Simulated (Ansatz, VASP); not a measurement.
# AlP5O14 (glassy 83P2O5-17Al2O3 (mol %)) in two plane-wave programs

Aim: how closely do two programs agree when they are given the same cell, functional and k mesh? The structure shown is the start of the Ansatz relaxation below; VASP solves that cell, so the two are compared at the walk's first step.

Main program and level: Ansatz 0.2.0; plane waves, with VASP 6.6.1 beside it; single point at PBE.

## (1) The structure

The cell holds 80 atoms: 20 P, 4 Al and 56 O. Its edges and angles: a = 10.199 Å, b = 10.199 Å, c = 10.199 Å, α = 90.0°, β = 90.0°, γ = 90.0°. As first built, before any earlier steps moved the atoms (in the runner's words): 80 atoms (20 P, 4 Al, 56 O) placed at random at 2.43 g/cm^3, melted at 4000 K for 10 ps at fixed volume with the Morse and Coulomb pair potential with partial charges (Pedone, Malavasi, Menziani, Cormack and Segre, J. Phys. Chem. B 110, 11780 (2006)). Quenched from 4000 K to 300 K at 6 K/ps and fixed volume, held 10 ps at zero pressure.

## (2) Ansatz: relaxation, PBE

Ansatz runs on its default PAW (the set named soft_2) files.

The two programs are compared at the cell with which this relaxation starts, whose forces are those of its first step.

input.yaml

```yaml
crystal:
  lattice:
    - [10.19896, 0.0, 0.0]
    - [0.0, 10.19896, 0.0]
    - [0.0, 0.0, 10.19896]
  atoms:
    - { symbol: P, position: [0.39286, 0.95288, 0.86849] }
    - { symbol: P, position: [0.14788, 0.84274, 0.00962] }
    - { symbol: P, position: [0.04773, 0.02901, 0.65489] }
    - { symbol: P, position: [0.75319, 0.70918, 0.19913] }
    - { symbol: P, position: [0.17468, 0.25832, 0.51834] }
    - { symbol: P, position: [0.59492, 0.20734, 0.24517] }
    - { symbol: P, position: [0.30228, 0.13916, 0.273] }
    - { symbol: P, position: [0.6506, 0.81504, 0.47115] }
    - { symbol: P, position: [0.46179, 0.71378, 0.68188] }
    - { symbol: P, position: [0.98488, 0.01982, 0.18324] }
    - { symbol: P, position: [0.94696, 0.76063, 0.56864] }
    - { symbol: P, position: [0.26008, 0.65902, 0.23311] }
    - { symbol: P, position: [0.3547, 0.88353, 0.40268] }
    - { symbol: P, position: [0.97754, 0.31843, 0.13328] }
    - { symbol: P, position: [0.91652, 0.57205, 0.79253] }
    - { symbol: P, position: [0.14204, 0.3991, 0.89447] }
    - { symbol: P, position: [0.77375, 0.41442, 0.56805] }
    - { symbol: P, position: [0.4085, 0.1932, 0.68992] }
    - { symbol: P, position: [0.80595, 0.10687, 0.82157] }
    - { symbol: P, position: [0.69814, 0.43667, 0.07964] }
    - { symbol: Al, position: [0.46047, 0.45593, 0.86902] }
    - { symbol: Al, position: [0.6694, 0.96011, 0.0531] }
    - { symbol: Al, position: [0.67992, 0.12456, 0.54455] }
    - { symbol: Al, position: [0.03197, 0.49756, 0.39586] }
    - { symbol: O, position: [0.29811, 0.761, 0.33157] }
    - { symbol: O, position: [0.02492, 0.66805, 0.48609] }
    - { symbol: O, position: [0.92676, 0.06792, 0.73772] }
    - { symbol: O, position: [0.07674, 0.75684, 0.92215] }
    - { symbol: O, position: [0.15945, 0.56369, 0.28345] }
    - { symbol: O, position: [0.38123, 0.60181, 0.17947] }
    - { symbol: O, position: [0.23161, 0.21168, 0.3844] }
    - { symbol: O, position: [0.34712, 0.99486, 0.30006] }
    - { symbol: O, position: [0.84959, 0.47185, 0.45523] }
    - { symbol: O, position: [0.96537, 0.16707, 0.13108] }
    - { symbol: O, position: [0.07328, 0.02497, 0.30094] }
    - { symbol: O, position: [0.58644, 0.74722, 0.60207] }
    - { symbol: O, position: [0.35436, 0.6928, 0.58286] }
    - { symbol: O, position: [0.84671, 0.48013, 0.68553] }
    - { symbol: O, position: [0.08357, 0.14487, 0.56608] }
    - { symbol: O, position: [0.04045, 0.4903, 0.83046] }
    - { symbol: O, position: [0.89711, 0.70067, 0.21269] }
    - { symbol: O, position: [0.79505, 0.01595, 0.94421] }
    - { symbol: O, position: [0.51242, 0.95998, 0.96132] }
    - { symbol: O, position: [0.44215, 0.20272, 0.26553] }
    - { symbol: O, position: [0.79338, 0.26541, 0.57412] }
    - { symbol: O, position: [0.69939, 0.07514, 0.72671] }
    - { symbol: O, position: [0.68559, 0.74723, 0.33686] }
    - { symbol: O, position: [0.45229, 0.30085, 0.7842] }
    - { symbol: O, position: [0.27742, 0.90413, 0.95567] }
    - { symbol: O, position: [0.95046, 0.69161, 0.70471] }
    - { symbol: O, position: [0.08113, 0.36368, 0.03253] }
    - { symbol: O, position: [0.8251, 0.5914, 0.90554] }
    - { symbol: O, position: [0.66693, 0.19141, 0.37168] }
    - { symbol: O, position: [0.8022, 0.24164, 0.87564] }
    - { symbol: O, position: [0.80684, 0.76635, 0.52923] }
    - { symbol: O, position: [0.39167, 0.07332, 0.78237] }
    - { symbol: O, position: [0.62297, 0.08668, 0.15678] }
    - { symbol: O, position: [0.64106, 0.32815, 0.17458] }
    - { symbol: O, position: [0.99846, 0.36772, 0.27062] }
    - { symbol: O, position: [0.06347, 0.946, 0.07806] }
    - { symbol: O, position: [0.47703, 0.60112, 0.77889] }
    - { symbol: O, position: [0.28308, 0.94269, 0.51062] }
    - { symbol: O, position: [0.23828, 0.16275, 0.14154] }
    - { symbol: O, position: [0.15131, 0.99319, 0.74648] }
    - { symbol: O, position: [0.85381, 0.96768, 0.22435] }
    - { symbol: O, position: [0.713, 0.56695, 0.15764] }
    - { symbol: O, position: [0.99617, 0.90064, 0.58419] }
    - { symbol: O, position: [0.50056, 0.85913, 0.42691] }
    - { symbol: O, position: [0.58932, 0.44034, 0.98439] }
    - { symbol: O, position: [0.5018, 0.15184, 0.58573] }
    - { symbol: O, position: [0.63217, 0.44758, 0.56421] }
    - { symbol: O, position: [0.14322, 0.27726, 0.81746] }
    - { symbol: O, position: [0.20177, 0.74885, 0.11643] }
    - { symbol: O, position: [0.11128, 0.39102, 0.51206] }
    - { symbol: O, position: [0.27382, 0.46709, 0.9094] }
    - { symbol: O, position: [0.84492, 0.38444, 0.08726] }
    - { symbol: O, position: [0.69249, 0.96249, 0.49484] }
    - { symbol: O, position: [0.42114, 0.82898, 0.77477] }
    - { symbol: O, position: [0.68754, 0.79535, 0.09792] }
    - { symbol: O, position: [0.29165, 0.24816, 0.61221] }
kpoints:
  mp_grid: { grid: [1, 1, 1] }
hamiltonian:
  xc: pbe
scf:
  occupations: { method: fixed }
output:
  forces: true
relax:
  f_tol: 0.05
  max_steps: 150
  cell: {}
```

Started as:

```
$ ansatz run input.yaml --threads 4 --pin off --max-ram 8192MiB --backend cpu --events-out ev --progress --plain --runs-dir out
```

Numbers of over 12 decimals in the logs are rounded to 6 here.

The program printed:

```text
Engine: ansatz 0.2.0, x86_64-unknown-linux-gnu
Pseudopotentials: kind: paw
Pseudopotential: P, paw, valence charge 5, recommended cutoff 420 eV (normal), P.paw.azcp
Pseudopotential: Al, paw, valence charge 3, recommended cutoff 420 eV (normal), Al.paw.azcp
Pseudopotential: O, paw, valence charge 6, recommended cutoff 420 eV (normal), O.paw.azcp
Functional definition: PBE
  parameter kappa = 0.804
  parameter beta = 0.066725
  exchange = pbe_x(kappa = kappa, mu = beta*pi^2/3)
  correlation = pbe_c(beta = beta)
Crystal: 80 atoms, lattice volume = 1060.883 Å³
Basis set: ecut = 420 eV, 20719 PW (Γ), exchange–correlation on 144×144×144 points (8 copies of the dense FFT grid, shifted against one another)
Bands: 304, of which v1, the nominal top of the filled ones, is band 224 counted from 1 (223 counted from 0)
Symmetry: 1 space group operations
Space group: P1 (ITA 1), of the structure as read, at distance tolerance 1.0e-4 Å
k-points: 1
Non-local potential: P, projectors of the file, l = 0: 2, l = 1: 2, l = 2: 2
Non-local potential: Al, projectors of the file, l = 0: 2, l = 1: 2, l = 2: 1
Non-local potential: O, projectors of the file, l = 0: 2, l = 1: 2, l = 2: 1
PAW form: soft (Blöchl's): semilocal exchange-correlation on the pseudo side does not see the compensation charge
PAW one-centre angular grid: P, 110 points (default); XC on 64 Gauss nodes
PAW one-centre angular grid: Al, 110 points (default); XC on 64 Gauss nodes
PAW one-centre angular grid: O, 110 points (default); XC on 64 Gauss nodes
Initial density: superposition of atomic densities (neutral atoms: chi_scale 0, normalization atom), corrected by the library's trained network
Initial wavefunctions: pseudopotential atomic-orbital guess
Functional: x = pbe(κ = 0.804, μ = 0.219515), c = pbe(β = 0.066725)
SCF iter   1: F=—  HF=-49058.063290 eV  |F-HF|=—  |Δ(HF+E_count)|=         —  Δρ=5.33e-3  dr2=4.00e-1  ethr=1.77e-3  ⟨swp⟩=7.0  Hψ=1123  notcnv=0  defer=78
preconditioner: auto → Resta (q_TF=auto, 2.363 Å⁻¹)  ε∞=3.1  [insulator: Δε(μ)=2.508 eV  Ē_g=16.834 eV  n_scr=250 (ndim 8)  ℏωp=24.1 eV  f_vac=0.189  ε∞_Penn≈3.1]
SCF iter   2: F=—  HF=-49057.986271 eV  |F-HF|=—  |Δ(HF+E_count)|=   7.70e-2  Δρ=2.86e-3  dr2=7.94e-2  ethr=8.93e-5  ⟨swp⟩=3.0  Hψ=505  notcnv=0  defer=78
SCF iter   3: F=—  HF=-49057.973421 eV  |F-HF|=—  |Δ(HF+E_count)|=   1.29e-2  Δρ=1.15e-3  dr2=2.62e-2  ethr=1.77e-5  ⟨swp⟩=3.0  Hψ=416  notcnv=0  defer=65
automatic band count: iteration 3 solves 291 bands in place of 304: the levels show a gap, and the empty bands left out lie too high to hold charge; the band table lists the bands solved (type scf.n_extra_bands for more)
SCF iter   4: F=—  HF=-49057.966406 eV  |F-HF|=—  |Δ(HF+E_count)|=   7.02e-3  Δρ=4.65e-4  dr2=2.38e-3  ethr=5.86e-6  ⟨swp⟩=4.0  Hψ=422  notcnv=0  defer=65
SCF iter   5: F=—  HF=-49057.966145 eV  |F-HF|=—  |Δ(HF+E_count)|=   2.61e-4  Δρ=2.42e-4  dr2=5.49e-4  ethr=5.32e-7  ⟨swp⟩=3.0  Hψ=500  notcnv=0  defer=65
SCF iter   6: F=—  HF=-49057.966108 eV  |F-HF|=—  |Δ(HF+E_count)|=   3.65e-5  Δρ=7.05e-5  dr2=4.62e-5  ethr=1.22e-7  ⟨swp⟩=3.0  Hψ=437  notcnv=0  defer=65
SCF iter   7: F=—  HF=-49057.967610 eV  |F-HF|=—  |Δ(HF+E_count)|=   1.50e-3  Δρ=3.53e-5  dr2=1.17e-5  ethr=1.03e-8  ⟨swp⟩=3.0  Hψ=489  notcnv=0  defer=65
SCF iter   8: F=—  HF=-49057.967610 eV  |F-HF|=—  |Δ(HF+E_count)|=   3.45e-7  Δρ=1.07e-5  dr2=1.30e-6  ethr=2.60e-9  ⟨swp⟩=3.0  Hψ=416  notcnv=0  defer=65
SCF iter   9: F=—  HF=-49057.967610 eV  |F-HF|=—  |Δ(HF+E_count)|=   4.27e-7  Δρ=4.90e-6  dr2=2.56e-7  ethr=2.89e-10  ⟨swp⟩=3.0  Hψ=428  notcnv=0  defer=65
SCF iter  10: F=-49057.967610 eV  HF=-49057.967610 eV  |F-HF|=2.24e-8  |Δ(HF+E_count)|=   8.28e-9  Δρ=2.24e-6  dr2=5.26e-8  ethr=2.23e-11  ⟨swp⟩=6.0  Hψ=1015  notcnv=0
SCF 1 converged in 10 iterations: F = -49057.967610 eV  dr2 = 5.26e-8
  greatest PAW one-centre occupation: 0.878 electrons in one spin orbital (limit 2), on the O atom at site 27 (counted from 0), in its partial waves of l = 0
relax step   1: F+E_penalty+E_count = -49057.96761047 eV  Δ(F+E_penalty+E_count) = +0.000e0 eV  max|allowed force component| = 6.214e0 eV/Å  Δτ_max = 0.0000 Å  P = +2.852 GPa  Ω = 1060.883 Å³  (10 SCF iters, dr2 threshold 1.00e-7 eV, accepted)
Crystal: 80 atoms, lattice volume = 1055.037 Å³
Basis set: ecut = 420 eV, 20557 PW (Γ), exchange–correlation on 144×144×144 points (8 copies of the dense FFT grid, shifted against one another)
Initial density: handed on by an earlier stage of this run
Initial wavefunctions: those handed on with the density
iter 1 solved again at ethr=1.85e-4 eV; its pass at ethr=3.10e-3 eV (dr2=8.30e-1 eV) is discarded
SCF iter   1: F=—  HF=-49061.976775 eV  |F-HF|=—  |Δ(HF+E_count)|=         —  Δρ=1.11e-2  dr2=8.30e-1  ethr=1.85e-4  ⟨swp⟩=2.0  Hψ=1102  notcnv=0  defer=65
[...]
atom  51  O     -0.00111325     0.00250659    -0.00290397
  atom  52  O     -0.00145624     0.00196506     0.00167232
  atom  53  O      0.00103396     0.00286889    -0.00654911
  atom  54  O     -0.00169355    -0.00696699    -0.00354304
  atom  55  O      0.00250831    -0.00337194     0.00002346
  atom  56  O      0.00022982    -0.00212849    -0.00432237
  atom  57  O     -0.00266689    -0.00265641     0.00219657
  atom  58  O     -0.00114742     0.01308310    -0.00383436
  atom  59  O      0.00324502     0.01677122     0.01268891
  atom  60  O     -0.00086381    -0.00059937     0.00442841
  atom  61  O      0.00486956     0.00481009     0.00030862
  atom  62  O      0.00391564    -0.00426838     0.00186460
  atom  63  O      0.00123884    -0.00012633    -0.00305757
  atom  64  O     -0.00067033     0.00228411     0.00596025
  atom  65  O     -0.00380441    -0.00428586     0.00013673
  atom  66  O     -0.00010507     0.00385420    -0.00385197
  atom  67  O      0.00216732    -0.00125263     0.00087242
  atom  68  O     -0.00570516    -0.00307634     0.00539403
  atom  69  O     -0.00104827     0.00297730    -0.00271402
  atom  70  O     -0.00244840    -0.00121244     0.00450504
  atom  71  O     -0.00116148     0.00192555    -0.00061864
  atom  72  O     -0.00058032     0.00518502    -0.00247298
  atom  73  O     -0.00214812     0.00898860     0.00374352
  atom  74  O      0.00551963    -0.00307853     0.00041882
  atom  75  O      0.00508332     0.00142553     0.00026947
  atom  76  O     -0.00662580     0.00507867    -0.00148525
  atom  77  O     -0.00125998    -0.00430003    -0.00588552
  atom  78  O     -0.00123093     0.00132601     0.00052271
  atom  79  O      0.00137170     0.00089061     0.00006991
  atom  80  O      0.01252306    -0.00891261     0.00543152
  max |Σ_I F_I| component: 1.89e-5 eV/Å
--- Stress (GPa, compression-positive) ---
        0.012798      -0.001660       0.008610
       -0.001668      -0.006028       0.003749
        0.008608       0.003754       0.003580
  P = ⅓ Tr σ = 0.0035 GPa (0.035 kbar)
--- Relaxed structure (32 steps of the walk, 28 accepted, 3 SCFs on fresh bases) ---
  F+E_penalty+E_count = -49069.58239537 eV   max|allowed force component| = 1.890e-2 eV/Å   (the final SCF, on the basis selected at the relaxed cell)
  cell:  # Å, volume = 1069.6808 Å³
    - [10.393924, -0.061394, 0.314551]
    - [-0.061394, 9.967003, 0.049667]
    - [0.314551, 0.049667, 10.335638]
  atoms:
    - { symbol: P, position: [0.419912, 0.939543, 0.883550] }
    - { symbol: P, position: [0.160392, 0.866907, 0.020093] }
    - { symbol: P, position: [0.044674, 0.019405, 0.685395] }
    - { symbol: P, position: [0.732373, 0.691432, 0.219057] }
    - { symbol: P, position: [0.196977, 0.233199, 0.542119] }
    - { symbol: P, position: [0.600652, 0.175747, 0.260347] }
    - { symbol: P, position: [0.327022, 0.129972, 0.286787] }
    - { symbol: P, position: [0.638293, 0.811553, 0.478091] }
    - { symbol: P, position: [0.442611, 0.703010, 0.694494] }
    - { symbol: P, position: [0.973206, 0.058168, 0.146360] }
    - { symbol: P, position: [0.926932, 0.775084, 0.554175] }
    - { symbol: P, position: [0.241061, 0.687745, 0.227275] }
    - { symbol: P, position: [0.363352, 0.867632, 0.409502] }
    - { symbol: P, position: [0.947632, 0.360293, 0.103167] }
    - { symbol: P, position: [0.943781, 0.566517, 0.769389] }
    - { symbol: P, position: [0.148758, 0.418146, 0.886712] }
    - { symbol: P, position: [0.803641, 0.415623, 0.570312] }
    - { symbol: P, position: [0.435026, 0.195135, 0.702675] }
    - { symbol: P, position: [0.784868, 0.030642, 0.816583] }
    - { symbol: P, position: [0.663025, 0.429512, 0.091834] }
    - { symbol: Al, position: [0.446903, 0.466582, 0.874320] }
    - { symbol: Al, position: [0.697371, 0.961034, 0.038443] }
    - { symbol: Al, position: [0.698204, 0.126224, 0.537164] }
    - { symbol: Al, position: [-0.029094, 0.571699, 0.330318] }
    - { symbol: O, position: [0.271301, 0.750738, 0.366938] }
    - { symbol: O, position: [-0.012921, 0.733215, 0.425240] }
    - { symbol: O, position: [0.934322, 0.077092, 0.779836] }
    - { symbol: O, position: [0.122734, 0.759611, 0.935255] }
    - { symbol: O, position: [0.132937, 0.586751, 0.261874] }
    - { symbol: O, position: [0.356227, 0.645375, 0.149393] }
    - { symbol: O, position: [0.236741, 0.156919, 0.411048] }
    - { symbol: O, position: [0.351432, 0.972700, 0.287567] }
    - { symbol: O, position: [0.886955, 0.487044, 0.460843] }
    - { symbol: O, position: [0.963943, 0.209889, 0.074678] }
    - { symbol: O, position: [0.021908, 0.067690, 0.275935] }
    - { symbol: O, position: [0.565080, 0.766897, 0.611260] }
    - { symbol: O, position: [0.341658, 0.646382, 0.618486] }
    - { symbol: O, position: [0.897351, 0.440605, 0.694087] }
    - { symbol: O, position: [0.074358, 0.146368, 0.590587] }
    - { symbol: O, position: [0.090588, 0.528222, 0.793980] }
    - { symbol: O, position: [0.874092, 0.658918, 0.210091] }
    - { symbol: O, position: [0.784270, -0.106777, 0.884500] }
    - { symbol: O, position: [0.535652, 0.921616, 0.958641] }
    - { symbol: O, position: [0.462028, 0.189286, 0.333537] }
    - { symbol: O, position: [0.810709, 0.260706, 0.562296] }
    - { symbol: O, position: [0.723623, 0.034313, 0.686964] }
    - { symbol: O, position: [0.696615, 0.704313, 0.370965] }
    - { symbol: O, position: [0.453512, 0.323636, 0.775249] }
[...]
- { symbol: O, position: [0.174403, 0.821717, 0.166653] }
    - { symbol: O, position: [0.176623, 0.376474, 0.526252] }
    - { symbol: O, position: [0.279819, 0.475190, 0.923361] }
    - { symbol: O, position: [0.805813, 0.393375, 0.047159] }
    - { symbol: O, position: [0.672816, 0.958927, 0.458009] }
    - { symbol: O, position: [0.396255, 0.836397, 0.776159] }
    - { symbol: O, position: [0.680252, 0.797066, 0.135079] }
    - { symbol: O, position: [0.301333, 0.190206, 0.640847] }
```

(Part 1 of 2 ends here.)

[Lines on the potential files, build, host, timing and source positions are cut from VASP's logs without a mark.]

[Logs are printed without paths, hosts, clocks, repeated set-up lines and the standing remarks that a program may print on its own settings, such as how far it seeks lower states.]

[Hosts, paths, dates, database ids (printed as entryN), source tags and the programs' standing remarks are cut or masked in the printed files.]
